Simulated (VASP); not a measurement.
The cell holds one PtAl₂ (fluorite) (111) slab, with vacuum along c, ions free to move until forces fall under 0.03 eV/Å, no reconstruction beyond this cell, dipole correction on.

Given:

```
Al2Pt
1.0
    4.16794     0.00000     0.00000
   -2.08397     3.60954     0.00000
    0.00000     0.00000    25.16960
Al Pt
6 3
Direct
  0.66667   0.33333   0.34226
  0.33333   0.66667   0.46660
  0.00000   0.00000   0.39828
  0.00000   0.00000   0.60172
  0.66667   0.33333   0.53340
  0.33333   0.66667   0.65774
  0.33333   0.66667   0.36650
  0.00000   0.00000   0.50000
  0.66667   0.33333   0.63350
```

Calculation: PBEsol GGA, VASP's PBE PAW potentials (set 64) (plane waves; VASP). Settings: 400 eV cut-off, 8×8×1 Γ-centred mesh, first-order Methfessel-Paxton smearing of 0.10 eV, potentials Al Pt.

Slab and bulk use different k-meshes, so the surface energy is good to a few per cent at best. Unless said otherwise, spin-orbit coupling is left out, though it shifts the bands of the heavy elements here.

| Quantity | Value |
|---|---|
| surface energy | 1.31 J/m^2 |
| work function | 4.28 eV |
| band gap (on the k-mesh) | none (metal, semimetal or under 0.01 eV) |

The cell is a thin slab with vacuum, built from PtAl2 (fluorite): (111) face.
